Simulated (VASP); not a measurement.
OSZICAR of a VASP run on Cd (hcp):

OSZICAR:
```
...
DAV:   6     0.103839756152E+03    0.76900E+02   -0.21339E+04  2688   0.202E+05    0.481E+00
DAV:   7     0.314164790554E+02   -0.72423E+02   -0.37467E+01  2688   0.751E+01    0.378E+00
DAV:   8     0.353090867237E+02    0.38926E+01   -0.37626E+00  2760   0.255E+01    0.171E+00
DAV:   9     0.832846011452E+03    0.79754E+03   -0.41679E+05  2688   0.315E+06    0.146E+01
DAV:  10     0.323956355767E+02   -0.80045E+03   -0.51905E+02  2752   0.929E+03    0.542E+00
DAV:  11     0.317431127164E+02   -0.65252E+00   -0.65030E+00  3920   0.318E+01    0.298E+00
DAV:  12     0.316522354360E+02   -0.90877E-01   -0.16899E-01  4448   0.924E+00    0.173E+00
DAV:  13     0.314012208097E+02   -0.25101E+00   -0.14252E+00  2696   0.165E+01    0.179E+00
DAV:  14     0.313823340185E+02   -0.18887E-01   -0.11452E-02  3488   0.110E+00    0.144E+00
DAV:  15     0.317074024666E+02    0.32507E+00   -0.38539E+03  2688   0.499E+04    0.171E+00
DAV:  16     0.313787560662E+02   -0.32865E+00   -0.13879E+00  2688   0.157E+01    0.174E+00
DAV:  17     0.313785400151E+02   -0.21605E-03   -0.34876E-04  3384   0.239E-01    0.195E+00
DAV:  18     0.313785661905E+02    0.26175E-04   -0.11384E-04  2936   0.135E-01    0.216E+00
DAV:  19     0.313782508343E+02   -0.31536E-03   -0.26436E-05  2968   0.586E-02    0.230E+00
DAV:  20     0.313792734879E+02    0.10227E-02   -0.36704E-03  2824   0.846E-01    0.881E-01
DAV:  21     0.313789792667E+02   -0.29422E-03   -0.12545E-03  2912   0.463E-01    0.137E-01
DAV:  22     0.313786270265E+02   -0.35224E-03   -0.40866E-04  3032   0.277E-01    0.297E-01
DAV:  23     0.313785750796E+02   -0.51947E-04   -0.17092E-05  2936   0.465E-02    0.350E-01
DAV:  24     0.313786660119E+02    0.90932E-04   -0.28471E-05  2768   0.634E-02    0.360E-01
DAV:  25     0.313786178809E+02   -0.48131E-04   -0.32825E-05  2816   0.720E-02    0.277E-01
DAV:  26     0.313786419175E+02    0.24037E-04   -0.70578E-06  3112   0.316E-02    0.236E-01
DAV:  27     0.313786674921E+02    0.25575E-04   -0.23523E-06  2136   0.169E-02    0.221E-01
DAV:  28     0.313787261917E+02    0.58700E-04   -0.22472E-05  2760   0.570E-02    0.189E-01
DAV:  29     0.313787368896E+02    0.10698E-04   -0.16220E-05  2840   0.492E-02    0.168E-01
DAV:  30     0.313786850922E+02   -0.51797E-04   -0.13358E-05  2720   0.439E-02    0.154E-01
DAV:  31     0.313784765523E+02   -0.20854E-03   -0.69720E-05  2760   0.105E-01    0.790E-02
DAV:  32     0.313784057160E+02   -0.70836E-04   -0.53443E-06  2792   0.269E-02    0.536E-02
DAV:  33     0.313784626263E+02    0.56910E-04   -0.13183E-06  2104   0.150E-02    0.441E-02
DAV:  34     0.313785448219E+02    0.82196E-04   -0.46247E-06  2200   0.276E-02    0.265E-02
DAV:  35     0.313786741461E+02    0.12932E-03   -0.13476E-05  2736   0.493E-02    0.167E-02
DAV:  36     0.313787237592E+02    0.49613E-04   -0.54307E-06  2360   0.296E-02    0.124E-02
DAV:  37     0.313787560927E+02    0.32334E-04   -0.66951E-06  2552   0.340E-02    0.475E-03
DAV:  38     0.313787598412E+02    0.37485E-05   -0.10607E-06  2208   0.126E-02    0.399E-03
DAV:  39     0.313787603608E+02    0.51966E-06   -0.11614E-07  1400   0.485E-03
   1 F= 0.31378760E+02 E0= 0.31378909E+02  d E =0.313788E+02
       N       E                     dE             d eps       ncg     rms          rms(c)
DAV:   1     0.310672850371E+02   -0.31147E+00   -0.66282E+00  2712   0.326E+01    0.384E+00
DAV:   2     0.313467445286E+02    0.27946E+00   -0.75355E-01  2808   0.122E+01    0.119E+00
DAV:   3     0.313633370367E+02    0.16593E-01   -0.42700E-02  2968   0.224E+00    0.919E-01
DAV:   4     0.313789576831E+02    0.15621E-01   -0.16126E-02  2936   0.112E+00    0.138E-01
DAV:   5     0.313688695693E+02   -0.10088E-01   -0.66416E-03  2704   0.840E-01    0.674E-02
DAV:   6     0.313686380068E+02   -0.23156E-03   -0.15277E-03  2736   0.395E-01    0.381E-02
DAV:   7     0.313677983280E+02   -0.83968E-03   -0.57469E-04  2752   0.262E-01    0.252E-02
DAV:   8     0.313677069205E+02   -0.91408E-04   -0.46236E-05  2928   0.903E-02    0.444E-03
DAV:   9     0.313677089229E+02    0.20024E-05   -0.37019E-07  1784   0.618E-03    0.216E-03
DAV:  10     0.313677063445E+02   -0.25783E-05   -0.81789E-08  1416   0.432E-03    0.855E-04
DAV:  11     0.313677093920E+02    0.30474E-05   -0.81691E-08  1424   0.397E-03    0.210E-04
DAV:  12     0.313677089655E+02   -0.42653E-06   -0.40865E-09  1408   0.684E-04
   2 F= 0.31367709E+02 E0= 0.31367584E+02  d E =-.110514E-01
       N       E                     dE             d eps       ncg     rms          rms(c)
DAV:   1     0.313559599967E+02   -0.11749E-01   -0.25320E-01  2720   0.647E+00    0.778E-01
DAV:   2     0.313664389482E+02    0.10479E-01   -0.26733E-02  2784   0.229E+00    0.250E-01
DAV:   3     0.313671433935E+02    0.70445E-03   -0.16370E-03  3000   0.456E-01    0.201E-01
DAV:   4     0.313675620269E+02    0.41863E-03   -0.56330E-04  2928   0.212E-01    0.259E-02
DAV:   5     0.313672918948E+02   -0.27013E-03   -0.14094E-04  2728   0.127E-01    0.164E-02
DAV:   6     0.313673074751E+02    0.15580E-04   -0.17599E-05  2840   0.447E-02    0.651E-03
DAV:   7     0.313672954151E+02   -0.12060E-04   -0.19959E-05  2752   0.495E-02    0.434E-03
DAV:   8     0.313672876647E+02   -0.77505E-05   -0.13832E-06  2192   0.158E-02    0.104E-03
DAV:   9     0.313672880129E+02    0.34822E-06   -0.20454E-08  1440   0.199E-03
   3 F= 0.31367288E+02 E0= 0.31367217E+02  d E =-.114723E-01
       N       E                     dE             d eps       ncg     rms          rms(c)
DAV:   1     0.313366606054E+02   -0.30627E-01   -0.13703E+00  2848   0.109E+01    0.845E-01
DAV:   2     0.313577635693E+02    0.21103E-01   -0.11183E-02  2800   0.157E+00    0.482E-01
DAV:   3     0.313658028611E+02    0.80393E-02   -0.22385E-02  2856   0.127E+00    0.153E-01
DAV:   4     0.313649584965E+02   -0.84436E-03   -0.18229E-03  2832   0.470E-01    0.115E-01
DAV:   5     0.313703160010E+02    0.53575E-02   -0.25823E-03  2752   0.615E-01    0.496E-02
DAV:   6     0.313646786847E+02   -0.56373E-02   -0.14550E-03  2736   0.492E-01    0.149E-02
DAV:   7     0.313646291664E+02   -0.49518E-04   -0.42062E-05  3096   0.664E-02    0.647E-03
DAV:   8     0.313646309828E+02    0.18164E-05   -0.36288E-07  1784   0.680E-03    0.564E-03
DAV:   9     0.313646303373E+02   -0.64548E-06   -0.16995E-08  1416   0.143E-03
   4 F= 0.31364630E+02 E0= 0.31364684E+02  d E =-.265768E-02
       N       E                     dE             d eps       ncg     rms          rms(c)
DAV:   1     0.313612324462E+02   -0.33985E-02   -0.16211E-01  2848   0.376E+00    0.290E-01
DAV:   2     0.313637368333E+02    0.25044E-02   -0.13159E-03  2784   0.549E-01    0.166E-01
DAV:   3     0.313646551792E+02    0.91835E-03   -0.26257E-03  2848   0.435E-01    0.519E-02
DAV:   4     0.313645448412E+02   -0.11034E-03   -0.19705E-04  2816   0.157E-01    0.409E-02
DAV:   5     0.313653074640E+02    0.76262E-03   -0.31564E-04  2768   0.219E-01    0.175E-02
DAV:   6     0.313645299636E+02   -0.77750E-03   -0.18740E-04  2760   0.180E-01    0.670E-03
DAV:   7     0.313645181577E+02   -0.11806E-04   -0.76477E-06  3056   0.271E-02    0.376E-03
DAV:   8     0.313645190169E+02    0.85924E-06   -0.76104E-08  1424   0.319E-03
   5 F= 0.31364519E+02 E0= 0.31364537E+02  d E =-.276900E-02
       N       E                     dE             d eps       ncg     rms          rms(c)
DAV:   1     0.313643708176E+02   -0.14734E-03   -0.68495E-03  2816   0.772E-01    0.591E-02
DAV:   2     0.313644725302E+02    0.10171E-03   -0.56310E-05  2784   0.112E-01    0.337E-02
DAV:   3     0.313645157421E+02    0.43212E-04   -0.10713E-04  2848   0.883E-02    0.107E-02
DAV:   4     0.313645078972E+02   -0.78450E-05   -0.70576E-06  2848   0.308E-02    0.877E-03
DAV:   5     0.313645506098E+02    0.42713E-04   -0.11778E-05  2784   0.422E-02    0.349E-03
DAV:   6     0.313645090958E+02   -0.41514E-04   -0.78603E-06  2768   0.364E-02    0.166E-03
DAV:   7     0.313645084280E+02   -0.66772E-06   -0.32597E-07  1384   0.565E-03
   6 F= 0.31364508E+02 E0= 0.31364529E+02  d E =-.277958E-02
       N       E                     dE             d eps       ncg     rms          rms(c)
DAV:   1     0.313644907483E+02   -0.18347E-04   -0.89128E-04  2816   0.279E-01    0.216E-02
DAV:   2     0.313645034755E+02    0.12727E-04   -0.72717E-06  2784   0.410E-02    0.124E-02
DAV:   3     0.313645108371E+02    0.73616E-05   -0.14757E-05  2864   0.324E-02    0.386E-03
DAV:   4     0.313645082769E+02   -0.25602E-05   -0.10876E-06  1624   0.117E-02    0.302E-03
DAV:   5     0.313645167675E+02    0.84906E-05   -0.17591E-06  2136   0.162E-02    0.162E-03
DAV:   6     0.313645091375E+02   -0.76300E-05   -0.92953E-07  1832   0.125E-02    0.660E-04
DAV:   7     0.313645086663E+02   -0.47120E-06   -0.95167E-08  1368   0.352E-03
   7 F= 0.31364509E+02 E0= 0.31364531E+02  d E =-.277935E-02
       N       E                     dE             d eps       ncg     rms          rms(c)
DAV:   1     0.313634533652E+02   -0.10558E-02   -0.22501E-02  2704   0.198E+00    0.241E-01
DAV:   2     0.313644044383E+02    0.95107E-03   -0.24607E-03  2800   0.694E-01    0.769E-02
DAV:   3     0.313644619229E+02    0.57485E-04   -0.14956E-04  2992   0.141E-01    0.631E-02
DAV:   4     0.313645329953E+02    0.71072E-04   -0.45490E-05  2896   0.594E-02    0.714E-03
DAV:   5     0.313644944141E+02   -0.38581E-04   -0.11471E-05  2744   0.349E-02    0.428E-03
DAV:   6     0.313645037038E+02    0.92898E-05   -0.14345E-06  2184   0.127E-02    0.237E-03
DAV:   7     0.313644929585E+02   -0.10745E-04   -0.18680E-06  2072   0.149E-02    0.159E-03
DAV:   8     0.313644949731E+02    0.20146E-05   -0.15692E-07  1368   0.547E-03    0.442E-04
DAV:   9     0.313644948983E+02   -0.74768E-07   -0.17852E-09  1344   0.495E-04
   8 F= 0.31364495E+02 E0= 0.31364521E+02  d E =-.137680E-04
```

Question: Which electronic solver shows in the log?

Answer: It is blocked Davidson (ALGO = Normal, or the opening steps of other solvers). The INCAR had ALGO = Normal.

Question: Can the final energy be trusted as converged?

Answer: The calculation finished and met its thresholds. It stopped with EDIFF = 1E-6, NELM = 100, NSW = 60 and EDIFFG = -0.01 after 8 ionic steps (revTPSS meta-GGA, plane waves, VASP's PBE PAW potentials (set 64)). Energy and stress use the plane-wave basis of the starting cell.

The compound is Cd in the hcp structure. This run relaxes it. Symmetry was kept, so distortions that lower it aren't found.
